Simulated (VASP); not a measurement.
Elastic constants (GPa) of a crystal from PBEsol GGA, VASP's PBE PAW potentials (set 64) (VASP):

```tsv
	xx	yy	zz	yz	xz	xy
xx	85.7	53.2	45.9	0.0	0.0	0.0
yy	53.2	85.7	45.9	0.0	0.0	0.0
zz	45.9	45.9	96.2	0.0	0.0	0.0
yz	0.0	0.0	0.0	14.8	0.0	0.0
xz	0.0	0.0	0.0	0.0	14.8	0.0
xy	0.0	0.0	0.0	0.0	0.0	16.2
```

**Question.** Work out the Voigt, Reuss and Hill moduli, Young's modulus and Poisson's ratio.

**Answer.** All eigenvalues are positive (smallest 14.8 GPa), so the crystal is stable. K_V = (C11+C22+C33+2(C12+C13+C23))/9 = (267.6 + 2×145.0)/9 = 62.0 GPa; G_V = (267.6 − 145.0 + 3×45.8)/15 = 17.3 GPa. From the compliances, K_R = 61.9 GPa and G_R = 16.7 GPa. Hill: K = 61.9 GPa, G = 17.0 GPa, E = 9KG/(3K+G) = 46.8 GPa, ν = (3K−2G)/(2(3K+G)) = 0.374. K/G = 3.64, above Pugh's 1.75; universal anisotropy A^U = 0.18.

**Question.** With a density of 4.85 g/cm³, what are the mean sound speeds?

**Answer.** v_l = √((K+4G/3)/ρ) = 4.18 km/s and v_t = √(G/ρ) = 1.87 km/s. The crystal is CdS (space group P6_3mc), hexagonal.

The structure comes from a measured CdS entry (P6_3mc) of the Crystallography Open Database, whose conditions weren't checked. It was relaxed first.
